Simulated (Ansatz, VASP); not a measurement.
# PtS2 in two plane-wave programs, part 2 of 2

One calculation is typed for both programs; each brings its own data sets. How far apart do they land? The cell is taken from a series of runs on this material, whose earlier steps may have relaxed, scaled, displaced or heated it; both programs get it as it stands.

VASP 6.6.1 and Ansatz 0.2.0.

So far: The structure; VASP: zone-centre phonons, PBE with D3(BJ).

### 3. Ansatz: zone-centre phonons, PBE with D3(BJ)

Level of this step: Ansatz beside VASP: Kohn-Sham DFT, plane waves, PBE with D3(BJ) (Ansatz).

Ansatz runs on its PAW soft_1 files.

The same cell, functional and mesh now go to Ansatz, which takes its cutoff from its data sets.

File input.yaml:

```yaml
crystal:
  lattice:
    - [3.4755933844, 0.0, 0.0]
    - [-1.7377966922, 3.0099521641, 0.0]
    - [0.0, 0.0, 4.9480334084]
  atoms:
    - { symbol: S, position: [0.3333333333, 0.6666666667, 0.2562851277] }
    - { symbol: S, position: [0.6666666667, 0.3333333333, 0.7437148723] }
    - { symbol: Pt, position: [0.0, 0.0, 0.0] }
kpoints:
  mp_grid: { grid: [12, 12, 8] }
hamiltonian:
  xc: pbe
  dispersion: d3bj
  pseudopotentials: { kind: paw, azcp: { folder: soft_1 } }
scf:
  occupations: { method: fixed }
output:
  eigenvalues: true
phonons:
  method: dfpt
```

Launch:

```sh
> ansatz run input.yaml --threads 4 --pin off --max-ram 10240MiB --backend cpu --events-out ev --progress --plain --runs-dir out
```

Numbers of over 12 decimals in the logs are rounded to 6 here.

What it wrote:

```text
Engine: ansatz 0.2.0, aarch64-unknown-linux-gnu
Pseudopotentials: kind: paw
Pseudopotential: S, paw, valence charge 6, recommended cutoff 420 eV (normal), soft_1/S.paw.azcp
Pseudopotential: Pt, paw, valence charge 18, recommended cutoff 420 eV (normal), soft_1/Pt.paw.azcp
Functional definition: PBE
  parameter kappa = 0.804
  parameter beta = 0.066725
  exchange = pbe_x(kappa = kappa, mu = beta*pi^2/3)
  correlation = pbe_c(beta = beta)
Crystal: 3 atoms, lattice volume = 51.763 Å³
Basis set: ecut = 420 eV, 1019 PW (Γ), exchange–correlation on 48×48×72 points (8 copies of the dense FFT grid, shifted against one another)
Bands: 19, of which v1, the nominal top of the filled ones, is band 15 counted from 1 (14 counted from 0)
Symmetry: 12 space group operations
k-points: 320 of 1152 (irreducible under 2 space group operations, time reversal used)
Non-local potential: S, projectors of the file, l = 0: 2, l = 1: 2, l = 2: 1
Non-local potential: Pt, projectors of the file, l = 0: 3, l = 1: 2, l = 2: 2, l = 3: 1
PAW form: soft (Blöchl's): semilocal exchange-correlation on the pseudo side does not see the compensation charge
PAW one-centre angular grid: S, 110 points (default); XC on 64 Gauss nodes
PAW one-centre angular grid: Pt, 590 points (default); XC on 64 Gauss nodes
Initial density: superposition of atomic densities (chi_scale 0.1, normalization cell, long waves kept (reshape's long-wave potential 0.01 eV rms))
Initial wavefunctions: pseudopotential atomic-orbital guess
Functional: x = pbe(κ = 0.804, μ = 0.219515), c = pbe(β = 0.066725)
SCF iter   1: F=—  HF=-14331.612100 eV  |F-HF|=—  |Δ(HF+E_count)|=         —  Δρ=7.89e-2  dr2=2.75e0  ethr=3.10e-3  ⟨swp⟩=4.2  Hψ=27006  notcnv=0  defer=640
preconditioner: auto → Resta (q_TF=auto, 2.491 Å⁻¹)  ε∞=7.1  [insulator: Δε(μ)=0.940 eV  Ē_g=9.774 eV  n_scr=20 (ndim 8)  ℏωp=24.2 eV  f_vac=0.000  ε∞_Penn≈7.1]
SCF iter   2: F=—  HF=-14331.108545 eV  |F-HF|=—  |Δ(HF+E_count)|=   5.04e-1  Δρ=2.78e-2  dr2=2.16e-1  ethr=3.10e-3  ⟨swp⟩=3.0  Hψ=12575  notcnv=0  defer=640
SCF iter   3: F=—  HF=-14331.090344 eV  |F-HF|=—  |Δ(HF+E_count)|=   1.82e-2  Δρ=1.63e-2  dr2=6.01e-2  ethr=7.21e-4  ⟨swp⟩=2.0  Hψ=7641  notcnv=0  defer=640
SCF iter   4: F=—  HF=-14331.086849 eV  |F-HF|=—  |Δ(HF+E_count)|=   3.50e-3  Δρ=1.62e-3  dr2=1.29e-3  ethr=2.00e-4  ⟨swp⟩=2.5  Hψ=9088  notcnv=0  defer=640
SCF iter   5: F=—  HF=-14331.087509 eV  |F-HF|=—  |Δ(HF+E_count)|=   6.61e-4  Δρ=3.72e-4  dr2=1.30e-4  ethr=4.28e-6  ⟨swp⟩=2.0  Hψ=9725  notcnv=0  defer=640
SCF iter   6: F=—  HF=-14331.087602 eV  |F-HF|=—  |Δ(HF+E_count)|=   9.25e-5  Δρ=1.32e-4  dr2=2.02e-5  ethr=4.35e-7  ⟨swp⟩=2.0  Hψ=9480  notcnv=0  defer=640
SCF iter   7: F=—  HF=-14331.087604 eV  |F-HF|=—  |Δ(HF+E_count)|=   2.36e-6  Δρ=2.56e-5  dr2=4.75e-7  ethr=6.72e-8  ⟨swp⟩=2.0  Hψ=9042  notcnv=0  defer=58
SCF iter   8: F=—  HF=-14331.087607 eV  |F-HF|=—  |Δ(HF+E_count)|=   3.19e-6  Δρ=5.90e-6  dr2=2.56e-8  ethr=1.58e-9  ⟨swp⟩=2.0  Hψ=9056  notcnv=0  defer=2
SCF iter   9: F=—  HF=-14331.087607 eV  |F-HF|=—  |Δ(HF+E_count)|=   2.31e-8  Δρ=1.57e-6  dr2=1.98e-9  ethr=8.53e-11  ⟨swp⟩=2.0  Hψ=9310  notcnv=0  defer=2
SCF iter  10: F=-14331.087607 eV  HF=-14331.087607 eV  |F-HF|=3.09e-11  |Δ(HF+E_count)|=   1.86e-9  Δρ=2.77e-7  dr2=3.65e-11  ethr=1.00e-12  ⟨swp⟩=8.5  Hψ=46665  notcnv=0
SCF 1 converged in 10 iterations: F = -14331.087607 eV  dr2 = 3.65e-11
  greatest PAW one-centre occupation: 1.000 electrons in one spin orbital (limit 2), on the Pt atom at site 2 (counted from 0), in its partial waves of l = 0
DFPT response loops at Γ: preconditioner auto → Resta (q_TF=auto, 2.491 Å⁻¹)  ε∞=11.5 (no band partly filled); β = 1.00, the filter's whole step (`scf.mixing.beta` (0.50) is not read by the response loops at its default; to damp them type it under 1.00, their step now; it binds the ground state too); Broyden in place of MSR1
SCF converged after 10 iterations
Free energy (F): -14331.087607 eV
Harris-Foulkes:  -14331.087607 eV  (|F-HF|=3.09e-11)
Internal energy: -14331.087607 eV  (E = F + TS)
E sigma→0 (E₀):  -14331.087607 eV
Fermi energy:    12.242362 eV
--- Per-component energies (eV) ---
  E_band       = -288.319818
  E_kinetic    = 808.903992
  E_local      = -2871.913361  (includes V_loc(G=0)·N_el)
  E_nonlocal   = 272.372365
  E_hartree    = 1138.500609
  E_xc         = -410.850289
  E_vxc        = -437.870737  (∫ρ·V_xc dr)
  E_paw        = -10700.693906  (= ΣΔE_a)
  E_vpaw       = -336.814429  (= ΣTr[D̂ρ^β])
  E_aug_tail   = 0.001125  (compensation charges beyond the density's cutoff)
  E_ewald      = -2566.055024
  E_disp       = -1.353119  (pairwise vdW)
  E_smearing   = -0.000000  (= −TS)
  E_closure    = 0.000000  (closes the sum)
  Σ components = -14331.087607   (vs F -14331.087607, Δ=0.00e0)
--- Band table (eV; the first three rows and the last of 320) ---
  k-point 0: bands = [... 11 lower, 9.7128, 11.0312, 11.0312, 12.2424, 13.9011, 13.9011, 16.5215, 17.7648]
  k-point 1: bands = [... 11 lower, 9.6691, 10.9662, 10.9662, 12.0004, 14.0212, 14.0212, 16.6352, 18.0570]
  k-point 2: bands = [... 11 lower, 9.5070, 10.8216, 10.8216, 11.4828, 14.3107, 14.3107, 16.9710, 18.7025]
  k-point 319: bands = [... 11 lower, 9.0357, 9.0885, 9.6916, 10.3086, 13.9035, 14.1059, 18.6179, 19.2150]
--- Phonons (Γ-DFPT): 4 representative perturbations + reference, on 320 of 1152 k-points (Σ response iterations 12) ---
  k mesh reduced under 2 symmetry operations, with k and −k counted as one. Each operation leaves every solved perturbation unchanged. A smaller set is not used because it would not reduce the number of displacements times k-points to solve
  ASR residual: 5.218e-5 → 0.000e0 eV/Å²; symmetrization residual: 6.022e-6 eV/Å²
  pairwise dispersion correction: d3bj (s6 = 1.0, s8 = 0.7875, a1 = 0.4289, a2_bohr = 4.4407), with the weights of each atom's references fixed at the reference crystal's, and the forces and stress that the weights' published response gives there kept as a pressure on the atom's counted neighbours (hamiltonian.dispersion)
  ASR residual per site (eV/Å²): 5.22e-5 5.22e-5 4.47e-5
  Γ frequencies (cm⁻¹): 0.00 0.00 0.00 301.44 301.44 321.19 321.19 321.75 342.18
  non-analytic LO–TO correction: not included (Born effective charges unavailable; polar crystals: no LO–TO splitting at Γ)
```

The column dr2 measures how far the density is from self-consistency, as an energy; F and HF (Harris–Foulkes) agree once it is small.

### 4. Differences

Known differences besides the potentials themselves: fixed occupations in Ansatz, narrow Gaussian smearing in VASP; the data sets hold 30 valence electrons in Ansatz (on its PAW soft_1 files) and 22 in VASP; the cutoff is 420 eV in Ansatz and 500 eV in VASP; Ansatz takes the dispersion share of the force constants at frozen C6 weights, VASP differentiates the full forces; VASP uses finite displacements, Ansatz perturbation theory. Total energies have different zeros and are not compared.

The two programs side by side:

| quantity | Ansatz | VASP | difference |
| --- | --- | --- | --- |
| optical mode 1 to 2 (cm⁻¹) | 301.4 | 300.5 | +0.32 % |
| optical mode 3 to 4 (cm⁻¹) | 321.2 | 320.8 | +0.13 % |
| optical mode 5 (cm⁻¹) | 321.8 | 321.9 | -0.04 % |
| optical mode 6 (cm⁻¹) | 342.2 | 341.5 | +0.19 % |

Modes are paired by rising frequency, not by their patterns, so a pair may set unlike modes beside each other; they are those without the splitting of longitudinal modes.

### 5. Results

| Property | Result |
| --- | --- |
| r.m.s. difference of the optical zone-centre modes, each program's sorted by frequency (zone-centre phonons, PBE with D3(BJ)) | 0.66 cm⁻¹ |

**Reading.** The r.m.s. difference of the optical zone-centre modes, each program's sorted by frequency is 0.66 cm⁻¹ (zone-centre phonons, PBE with D3(BJ)). The data sets hold unlike numbers of valence electrons (30 in Ansatz and 22 in VASP), so part of the differences comes from the potentials. How closely two codes agree says nothing of how well the functional describes the real material.

[Lines on the potential files, build, host, timing and source positions are cut from VASP's logs without a mark.]

[Logs are printed without paths, hosts, clocks, repeated set-up lines and the standing remarks that a program may print on its own settings, such as how far it seeks lower states.]

[Hosts, paths, dates, database ids (printed as entryN), source tags and the programs' standing remarks are cut or masked in the printed files.]
